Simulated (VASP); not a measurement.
```yaml
crystal:
  lattice:
    - [0.00000, 2.48997, 2.48997]
    - [2.48997, 0.00000, 2.48997]
    - [2.48997, 2.48997, 0.00000]
  atoms:
    - { symbol: Sr, position: [0.00000, 0.00000, 0.00000] }
    - { symbol: O, position: [0.50000, 0.50000, 0.50000] }
```

These are PBEsol GGA, VASP's PBE PAW potentials (set 64) (plane waves; VASP) values and carry that method's errors. Run with 600 eV cut-off, 8×8×8 Γ-centred mesh, Gaussian smearing of 0.050 eV, potentials Sr_sv O.

Problem. Give the stress tensor in GPa (positive for a compressed cell).

Solution. 
```
10.47   0.00   0.00
 0.00  10.47   0.00
 0.00   0.00  10.47
```
The pressure is its mean diagonal, 10.47 GPa.

The compound is SrO in the rock salt structure. This cell was strained or had an atom moved on purpose.
